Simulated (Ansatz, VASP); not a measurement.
## Pt: VASP beside Ansatz

One calculation is typed for both programs; each brings its own data sets and cutoff. How far apart do they land? The cell is taken from a series of VASP runs on this material, whose earlier steps may have relaxed, scaled or displaced it; both programs get it as it stands.

Program: Ansatz 0.2.0. Level of theory: plane waves, with VASP 6.6.1 beside it; single point at LDA and band structure at LDA, spin-orbit coupling. Results are calculated unless marked as measured.

### 1. Set-up

The structure is cubic, space group Fm-3m (No. 225). The conventional cell has a = 3.898 Å, b = 3.898 Å, c = 3.898 Å, α = 90.00°, β = 90.00°, γ = 90.00°. Pt has 12 Pt at 2.76 Å nearest.

### 2. Ansatz: single point, LDA

Ansatz runs on its default PAW (the set named soft_2) files.

With cell and atoms fixed, the geometry can't cause a difference; cores, projectors, grids and the points listed under the comparison can.

File input.yaml:

```yaml
crystal:
  lattice:
    - [0.0, 1.9488400081, 1.9488400081]
    - [1.9488400081, 0.0, 1.9488400081]
    - [1.9488400081, 1.9488400081, 0.0]
  atoms:
    - { symbol: Pt, position: [0.0, 0.0, 0.0] }
hamiltonian:
  xc: lda
  pseudopotentials: { kind: paw }
kpoints:
  mp_grid: { grid: [14, 14, 14] }
scf:
  occupations: { method: tetrahedron }
output:
  forces: true
  stress: true
```

Launch:

```console
> ansatz run input.yaml --threads 2 --pin off --max-ram 4608MiB --backend cpu --events-out ev --progress --plain --runs-dir out
```

Numbers of over 12 decimals in the logs are rounded to 6 here.

Output:

```text
Warning: output.forces, output.stress, relax.cell or npt_langevin: where a Kohn–Sham band that disperses or a degenerate level is filled in part under the method tetrahedron, the forces or the stress that this run publishes need not agree with its energy (scf.occupations.method in the input reference, under Limitations); prefer a smearing scheme for the forces or the stress
Engine: ansatz 0.2.0, aarch64-unknown-linux-gnu
Pseudopotentials: kind: paw
Pseudopotential: Pt, paw, valence charge 18, recommended cutoff 420 eV (normal), Pt.paw.azcp
Functional definition: SPW92
  exchange = slater_x
  correlation = pw_c
Crystal: 1 atoms, lattice volume = 14.803 Å³
Basis set: ecut = 420 eV, 283 PW (Γ)
Bands: 13, of which v1, the nominal top of the filled ones, is band 9 counted from 1 (8 counted from 0)
Symmetry: 48 space group operations
Space group: Fm-3m (ITA 225), of the structure as read, at distance tolerance 2.5e-5 Å
k-points: 104 of 2744
Non-local potential: Pt, projectors of the file, l = 0: 3, l = 1: 2, l = 2: 2, l = 3: 1
PAW form: soft (Blöchl's): semilocal exchange-correlation on the pseudo side does not see the compensation charge
PAW frozen core: Pt, regenerated for the run's functional, and the local potential with it (the file was generated under x = pbe(κ = 0.804, μ = 0.219515), c = pbe(β = 0.066725))
PAW one-centre angular grid: Pt, 590 points (default); XC on 64 Gauss nodes
Initial density: superposition of atomic densities (neutral atoms: chi_scale 0, normalization atom), corrected by the library's trained network
Initial wavefunctions: pseudopotential atomic-orbital guess
Functional: x = slater, c = lda
SCF iter   1: F=—  HF=-12244.994326 eV  |F-HF|=—  |Δ(HF+E_count)|=         —  Δρ=6.45e-3  dr2=2.44e-3  ethr=1.77e-3  ⟨swp⟩=5.8  Hψ=7259  notcnv=0
preconditioner: auto → none  [metal: no gap  n_scr=8 (ndim 8)  ℏωp=30.5 eV  f_vac=0.000  sad-step TF]
SCF iter   2: F=—  HF=-12244.993897 eV  |F-HF|=—  |Δ(HF+E_count)|=   4.29e-4  Δρ=3.29e-3  dr2=5.04e-4  ethr=1.36e-5  ⟨swp⟩=2.1  Hψ=2973  notcnv=0  defer=5
SCF iter   3: F=—  HF=-12244.993768 eV  |F-HF|=—  |Δ(HF+E_count)|=   1.29e-4  Δρ=2.70e-4  dr2=2.20e-6  ethr=2.80e-6  ⟨swp⟩=2.1  Hψ=2218  notcnv=0  defer=5
SCF iter   4: F=—  HF=-12244.993767 eV  |F-HF|=—  |Δ(HF+E_count)|=   1.79e-6  Δρ=3.63e-5  dr2=9.06e-8  ethr=5.56e-10  ⟨swp⟩=4.9  Hψ=4895  notcnv=0
SCF iter   5: F=-12244.993767 eV  HF=-12244.993767 eV  |F-HF|=1.21e-9  |Δ(HF+E_count)|=   6.22e-7  Δρ=6.73e-6  dr2=2.13e-9  ethr=5.03e-10  ⟨swp⟩=4.0  Hψ=4101  notcnv=0
SCF 1 converged in 5 iterations: F = -12244.993767 eV  dr2 = 2.13e-9
  greatest PAW one-centre occupation: 1.000 electrons in one spin orbital (limit 2), on the Pt atom at site 0 (counted from 0), in its partial waves of l = 0
SCF converged after 5 iterations
Stability not checked: this state was not tested for a lower state beside it, because cold or Methfessel-Paxton smearing, or corrected tetrahedra, fill the levels in a way that the test cannot read (fill_not_monotonic; see scf.lower_state_search)
Free energy (F): -12244.993767 eV
Harris-Foulkes:  -12244.993767 eV  (|F-HF|=1.21e-9)
Internal energy: -12244.993722 eV  (E = F + TS)
E sigma→0 (E₀):  -12244.993767 eV
Entropy (-TS):   -0.000045 eV (-0.045 meV/atom)
Fermi energy:    23.603678 eV
--- Per-component energies (eV) ---
  E_band       = -126.530694
  E_kinetic    = 639.202232
  E_local      = -1443.593364  (includes V_loc(G=0)·N_el)
  E_nonlocal   = 206.867903
  E_hartree    = 534.598017
  E_xc         = -260.849367
  E_vxc        = -303.340216  (∫ρ·V_xc dr)
  E_paw        = -9177.665480  (= ΣΔE_a)
  E_vpaw       = -294.864264  (= ΣTr[D̂ρ^β])
  E_aug_tail   = 0.000160  (compensation charges beyond the density's cutoff)
  E_ewald      = -2744.017693
  E_core_change = 0.463869  (= ΣΔE_core)
  E_smearing   = -0.000045  (= −TS)
  E_closure    = 0.000000  (closes the sum)
  Σ components = -12244.993767   (vs F -12244.993767, Δ=0.00e0)
--- Forces (eV/Å), atoms counted from 1 ---
  atom   1  Pt    -0.00000000     0.00000000     0.00000000
  max |Σ_I F_I| component: 6.16e-32 eV/Å
--- Stress (GPa, compression-positive) ---
       -1.019221       0.000000       0.000000
        0.000000      -1.019221      -0.000000
       -0.000000       0.000000      -1.019221
  P = ⅓ Tr σ = -1.0192 GPa (-10.192 kbar)
--- Band table (eV; the first three rows and the last of 104) ---
  k-point 0: bands = [... 5 lower, 19.6835, 19.6835, 19.6835, 21.9441, 21.9441, 38.2066, 43.1957, 43.1957]
  k-point 1: bands = [... 5 lower, 19.5900, 19.7672, 19.7672, 21.8973, 21.8973, 38.5326, 42.1794, 43.5173]
  k-point 2: bands = [... 5 lower, 19.3774, 19.9622, 19.9622, 21.8274, 21.8274, 39.3558, 40.2583, 44.4338]
  k-point 103: bands = [... 5 lower, 18.3442, 19.5295, 21.6830, 24.1407, 30.8152, 31.0364, 32.7987, 35.8425]
```

It took 1.2 s on 2 threads of Arm Neoverse N1, shared host; peak memory 0.25 GiB; 1.9 s of CPU time.

The run ends at a pressure of -1.02 GPa.

### 3. VASP: single point, LDA

The same cell, functional (in two slightly different forms), mesh and smearing now go to VASP, with its own data sets and cutoff.

Lines of VASP's logs that name or quote its potential files are left out, and so is its time.

File INCAR:

```
SYSTEM = Pt
PREC = Accurate
ENCUT = 400
EDIFF = 1E-06
NELM = 100
ISMEAR = -5
SIGMA = 0.2
LREAL = .FALSE.
ALGO = Normal
GGA = CA
NBANDS = 16
LASPH = .TRUE.
LORBIT = 11
LWAVE = .FALSE.
LCHARG = .FALSE.
KPAR = 2
NEDOS = 2001
```

File POSCAR:

```
Pt
1.0
    0.0000000000      1.9488400081      1.9488400081
    1.9488400081      0.0000000000      1.9488400081
    1.9488400081      1.9488400081      0.0000000000
Pt
1
Direct
    0.0000000000      0.0000000000      0.0000000000
```

File KPOINTS:

```
Automatic mesh
0
Gamma
14 14 14
0 0 0
```

Potentials, in the order of the species: Pt (LDA family, release 64).

Launch:

```console
> mpirun -np 2 vasp_std
```

Output:

```text
[banner, memory and clock lines left out]
running    2 mpi-ranks, on    1 nodes
 distrk:  each k-point on    1 cores,    2 groups
 distr:  one band on    1 cores,    1 groups

 POSCAR found type information on POSCAR Pt
 POSCAR found :  1 types and       1 ions
 LDA part: xc-table for (Slater(with rela. corr.)+CA(PZ))
 , standard interpolation
 POSCAR, INCAR and KPOINTS ok, starting setup
 FFT: planning ... GRIDC
 FFT: planning ... GRID_SOFT
 FFT: planning ... GRID
 WAVECAR not read
 entering main loop
       N       E                     dE             d eps       ncg     rms          rms(c)
DAV:   1     0.336490292674E+02    0.33649E+02   -0.41088E+03  3448   0.459E+02
DAV:   2    -0.735885721366E+01   -0.41008E+02   -0.39153E+02  4728   0.130E+02
DAV:   3    -0.794342722142E+01   -0.58457E+00   -0.58347E+00  4168   0.140E+01
DAV:   4    -0.794497155544E+01   -0.15443E-02   -0.15469E-02  4312   0.827E-01
DAV:   5    -0.794497938096E+01   -0.78255E-05   -0.78430E-05  4064   0.488E-02    0.140E+01
DAV:   6    -0.756068773918E+01    0.38429E+00   -0.74204E-01  4880   0.505E+00    0.717E+00
DAV:   7    -0.751598369523E+01    0.44704E-01   -0.13242E-01  4880   0.205E+00    0.261E+00
DAV:   8    -0.751144301831E+01    0.45407E-02   -0.47203E-03  3856   0.493E-01    0.569E-01
DAV:   9    -0.751126039633E+01    0.18262E-03   -0.94927E-05  4624   0.670E-02    0.824E-03
DAV:  10    -0.751126162387E+01   -0.12275E-05   -0.13327E-06  4056   0.668E-03    0.176E-03
DAV:  11    -0.751126133330E+01    0.29057E-06   -0.40616E-08  3672   0.974E-04
   1 F= -.75112613E+01 E0= -.75112613E+01  d E =0.000000E+00
|                                                                             |
|           W    W    AA    RRRRR   N    N  II  N    N   GGGG   !!!           |
|           W    W   A  A   R    R  NN   N  II  NN   N  G    G  !!!           |
|           W    W  A    A  R    R  N N  N  II  N N  N  G       !!!           |
|           W WW W  AAAAAA  RRRRR   N  N N  II  N  N N  G  GGG   !            |
|           WW  WW  A    A  R   R   N   NN  II  N   NN  G    G                |
|           W    W  A    A  R    R  N    N  II  N    N   GGGG   !!!           |
|                                                                             |
|     Tetrahedron method does not include variations of the Fermi             |
|     occupations, so forces and stress will be inaccurate. We suggest        |
|     using a different smearing scheme ISMEAR = 1 or 2 for metals in         |
|     relaxations.                                                            |
|                                                                             |
```

Parts of OUTCAR (step 3):

```text
ion  position               nearest neighbor table
   1  0.000  0.000  0.000-

  LATTYP: Found a face centered cubic cell.
 ALAT       =     3.8976800162

 Subroutine GETGRP returns: Found 48 space group operations
 (whereof 48 operations were pure point group operations)

The static configuration has the point symmetry O_h .

 Found    104 irreducible k-points:

   k-points           NKPTS =    104   k-points in BZ     NKDIM =    104   number of bands    NBANDS=     16

   dimension x,y,z NGX =    18 NGY =   18 NGZ =   18
   dimension x,y,z NGXF=    36 NGYF=   36 NGZF=   36

   ENCUT  =  400.0 eV  29.40 Ry    5.42 a.u.   4.49  4.49  4.49*2*pi/ulx,y,z

   NELECT =      10.0000    total number of electrons

 k-points in reciprocal lattice and weights: Automatic mesh
   0.00000000  0.00000000  0.00000000       0.000
   0.07142857  0.00000000  0.00000000       0.003
   0.14285714  0.00000000  0.00000000       0.003
   0.21428571  0.00000000  0.00000000       0.003
   0.28571429  0.00000000  0.00000000       0.003
   0.35714286  0.00000000  0.00000000       0.003
   0.42857143  0.00000000  0.00000000       0.003
   0.50000000  0.00000000  0.00000000       0.001
   0.07142857  0.07142857  0.00000000       0.002
[...]
-0.28571429  0.42857143  0.21428571       0.009
  -0.28571429  0.50000000  0.21428571       0.004

 average (electrostatic) potential at core
       1 -62.7195

 E-fermi :  11.4878

 k-point     1 :       0.0000    0.0000    0.0000
  band No.  band energies     occupation
    ...
      2       7.5722      2.00000
      3       7.5722      2.00000
      4       7.5722      2.00000
      5       9.8341      2.00000
      6       9.8341      2.00000
      7      26.0712      0.00000
      8      31.0995      0.00000
      9      31.0995      0.00000
     10      31.0995      0.00000
     11      36.6198      0.00000
    ...

 k-point     2 :       0.0714    0.0000    0.0000
  band No.  band energies     occupation
    ...
      2       7.4783      2.00000
      3       7.6555      2.00000
      4       7.6555      2.00000
      5       9.7871      2.00000
      6       9.7871      2.00000
      7      26.4014      0.00000
      8      30.0845      0.00000
      9      31.4270      0.00000
     10      31.4270      0.00000
     11      37.7383      0.00000
    ...

 k-point     3 :       0.1429    0.0000    0.0000
  band No.  band energies     occupation
    ...
      2       7.2653      2.00000
      3       7.8502      2.00000
      4       7.8502      2.00000
      5       9.7162      2.00000
      6       9.7162      2.00000
      7      27.2358      0.00000
      8      28.1612      0.00000
      9      32.3603      0.00000
     10      32.3603      0.00000
     11      37.4759      0.00000
    ...

  Total       -0.0245806     -0.0245806     -0.0245806     -0.0000000     -0.0000000      0.0000000
  in kB       -2.6603902     -2.6603902     -2.6603902     -0.0000000     -0.0000000      0.0000000
  external PRESSURE =      -2.6603902 kB  Pullay stress =       0.0000000 kB

  energy-cutoff  :      400.00
  volume of cell :       14.80
      direct lattice vectors                 reciprocal lattice vectors
     0.000000000  1.948840008  1.948840008    -0.256562877  0.256562877  0.256562877
     1.948840008  0.000000000  1.948840008     0.256562877 -0.256562877  0.256562877
     1.948840008  1.948840008  0.000000000     0.256562877  0.256562877 -0.256562877

 POSITION                                       TOTAL-FORCE (eV/Angst)
 -----------------------------------------------------------------------------------
      0.00000      0.00000      0.00000         0.000000      0.000000     -0.000000
 -----------------------------------------------------------------------------------
    total drift:                                0.000000     -0.000000     -0.000000

  FREE ENERGIE OF THE ION-ELECTRON SYSTEM (eV)
  ---------------------------------------------------
  free  energy   TOTEN  =        -7.5112613333 eV

  energy  without entropy=       -7.5112613333  energy(sigma->0) =       -7.51126133

 total charge
# of ion       s       p       d       tot
------------------------------------------
    1        0.649   0.634   8.069   9.353

[... 3 further parts left out ...]
```

The run ends at a pressure of -0.27 GPa.

### 4. Comparison

Known differences besides the potentials themselves: the two LDA forms differ slightly; the data sets hold 18 valence electrons in Ansatz (default PAW (the set named soft_2) files) and 10 in VASP; the cutoff is 420 eV in Ansatz and 400 eV in VASP; VASP's log shows a relativistic correction to its local exchange, Ansatz's none. Total energies have different zeros and are not compared.

The two programs side by side:

| quantity | Ansatz | VASP | difference |
| --- | --- | --- | --- |
| pressure (GPa) | -1.02 | -0.27 | -0.75 |

### 5. Other set-ups

Further runs change the set-up of one program: Ansatz's method, potentials or start, or VASP's data sets, cutoff or form of LDA. The table gives Ansatz less VASP for each quantity, since a change that brings one quantity closer may part another.

| run | pressure (GPa) |
| --- | --- |
| as above | -0.75 |
| Ansatz's all-electron LAPW method | -0.75 |

### 6. Ansatz: band structure, LDA, spin-orbit coupling

With cell and atoms fixed, the geometry can't cause a difference; cores, projectors, grids and the points listed under the comparison can.

The cell is taken from a series of VASP runs on this material, whose earlier steps may have relaxed, scaled or displaced it; both programs get it as it stands.

File input.yaml:

```yaml
crystal:
  lattice:
    - [0.0, 1.9488400081, 1.9488400081]
    - [1.9488400081, 0.0, 1.9488400081]
    - [1.9488400081, 1.9488400081, 0.0]
  atoms:
    - { symbol: Pt, position: [0.0, 0.0, 0.0] }
hamiltonian:
  xc: lda
  pseudopotentials: { kind: paw_fr }
magnetization:
  noncollinear: true
  spin_orbit: true
kpoints:
  mp_grid: { grid: [8, 8, 8] }
  band_path:
    path:
      - [0.0, 0.0, 0.0]
      - [0.16667, 0.0, 0.16667]
      - [0.33333, 0.0, 0.33333]
      - [0.5, 0.0, 0.5]
      - [0.5, 0.08333, 0.58333]
      - [0.5, 0.18333, 0.68333]
      - [0.5, 0.25, 0.75]
      - [0.45, 0.3, 0.75]
      - [0.40833, 0.34167, 0.75]
      - [0.35, 0.35, 0.7]
      - [0.225, 0.225, 0.45]
      - [0.075, 0.075, 0.15]
      - [0.03333, 0.03333, 0.03333]
      - [0.23333, 0.23333, 0.23333]
      - [0.4, 0.4, 0.4]
      - [0.51667, 0.46667, 0.51667]
      - [0.55833, 0.38333, 0.55833]
      - [0.60833, 0.28333, 0.60833]
      - [0.60833, 0.25, 0.64167]
      - [0.55833, 0.25, 0.69167]
      - [0.51667, 0.25, 0.73333]
      - [0.5, 0.3, 0.7]
      - [0.5, 0.38333, 0.61667]
      - [0.5, 0.48333, 0.51667]
      - [0.475, 0.475, 0.55]
      - [0.425, 0.425, 0.65]
      - [0.38333, 0.38333, 0.73333]
      - [0.59167, 0.18333, 0.59167]
      - [0.55, 0.1, 0.55]
      - [0.5, 0.0, 0.5]
    npoints: 1
scf:
  occupations: { method: methfessel_paxton, width: 0.2 }
  n_extra_bands: 12
output:
  forces: true
  stress: true
  eigenvalues: true
```

Launch:

```console
> ansatz run input.yaml --threads 2 --pin off --max-ram 4608MiB --backend cpu --events-out ev --progress --plain --runs-dir out
```

Output:

```text
[...]
non-collinear run that drives no moment, with spin-orbit: no starting moment large enough to seed its density (crystal.atoms[].spin), no starting occupations that ask for one, no magnetisation constraint and no magnetic field, so the semilocal B_xc is pinned to zero
Crystal: 1 atoms, lattice volume = 14.803 Å³
Basis set: ecut = 420 eV, 283 PW (Γ)
[...]
k-point 1: bands = [... 14 lower, 20.3792, 20.3792, 21.9263, 21.9263, 22.1407, 22.1407, 39.1553, 39.1553, ... 8 higher]
  k-point 2: bands = [... 14 lower, 20.6281, 20.6281, 21.9682, 21.9682, 22.5629, 22.5629, 36.8988, 36.8988, ... 8 higher]
  k-point 28: bands = [... 14 lower, 21.6573, 21.6573, 24.2040, 24.2040, 30.7829, 30.7829, 31.1719, 31.1719, ... 8 higher]
[key lines of the parts left out:]
SCF converged after 6 iterations
Magnetization: |M| = 0.0000 μB,  M = (+0.0000, +0.0000, +0.0000) μB
Free energy (F): -12278.257897 eV
Fermi energy:    23.737341 eV
P = ⅓ Tr σ = -0.3113 GPa (-3.113 kbar)
```

Elapsed: 3.9 s, on 2 threads; peak memory 0.3 GiB.

(Part 1 of 2 ends here.)

[Lines on the potential files, build, host, timing and source positions are cut from VASP's logs without a mark.]

[Logs are printed without paths, hosts, clocks, repeated set-up lines and the standing remarks that a program may print on its own settings, such as how far it seeks lower states.]

[Hosts, paths, dates, database ids (printed as entryN), source tags and the programs' standing remarks are cut or masked in the printed files.]
